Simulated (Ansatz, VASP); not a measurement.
Given: the input of a run of Ansatz 0.2.0 on LiBe.

The input input.yaml:

```yaml
crystal:
  lattice:
    - [2.2649555098, 0.0, 0.0]
    - [0.0, 3.563945738, 0.0]
    - [-0.3963129033, 0.0, 5.4390097508]
  atoms:
    - { symbol: Be, position: [0.24358192, 0.75, 0.42382836] }
    - { symbol: Be, position: [0.75641808, 0.25, 0.57617164] }
    - { symbol: Li, position: [0.26315244, 0.75, 0.84514226] }
    - { symbol: Li, position: [0.73684756, 0.25, 0.15485774] }
hamiltonian:
  xc: pbe
  pseudopotentials: { kind: paw }
kpoints:
  mp_grid: { grid: [11, 7, 5] }
scf:
  occupations: { method: fermi_dirac, width: 0.05 }
output:
  forces: true
  stress: true
  eigenvalues: true
```

Potentials or basis: Ansatz PAW.

Launch:

```sh
$ ansatz run input.yaml --threads 2 --pin off --max-ram 5120MiB --backend cpu --events-out ev --progress --plain --runs-dir out
```

Question: Set up the same calculation for VASP 6.6.1. Potentials there: VASP PAW PBE potentials, release 64 (Be, Li_sv).

Answer: As run (the cutoff follows the program's own potentials):

Contents of INCAR:

```
SYSTEM = LiBe
PREC = Accurate ; ENCUT = 520
EDIFF = 1E-7 ; ISMEAR = -1
SIGMA = 0.05 ; LREAL = .False.
LASPH = .True. ; NELM = 80
ALGO = Normal ; ISIF = 2
LWAVE = .False. ; LCHARG = .False.
GGA = PE ; NBANDS = 13
```

KPOINTS

```
regular mesh
0
Gamma
  11 7 5
  0 0 0
```

File POSCAR:

```
LiBe
1.0
    2.2649555098      0.0000000000      0.0000000000
    0.0000000000      3.5639457380      0.0000000000
   -0.3963129033      0.0000000000      5.4390097508
Be Li
2 2
Direct
    0.2435819200      0.7500000000      0.4238283600
    0.7564180800      0.2500000000      0.5761716400
    0.2631524400      0.7500000000      0.8451422600
    0.7368475600      0.2500000000      0.1548577400
```

Potentials or basis: VASP PAW PBE potentials, release 64 (Be, Li_sv).

Run with:

```console
$ cat potpaw_PBE.64/Be/POTCAR potpaw_PBE.64/Li_sv/POTCAR > POTCAR
$ mpirun -np 1 vasp_std > vasp.out
```

Both were run:

|  | VASP | Ansatz | Ansatz less VASP |
| --- | --- | --- | --- |
| gap on the k mesh at the Fermi level (eV) | none | none | - |
| rms of the force components (eV/Å) | 0.043 | 0.041 | -0.0021 |

Atom by atom the forces differ by 0.002 eV/Å (rms over components). A gap of «none» marks a metal or a gap that the smearing closes. With one functional, cell and mesh, what is left measures potentials, basis and numerics.
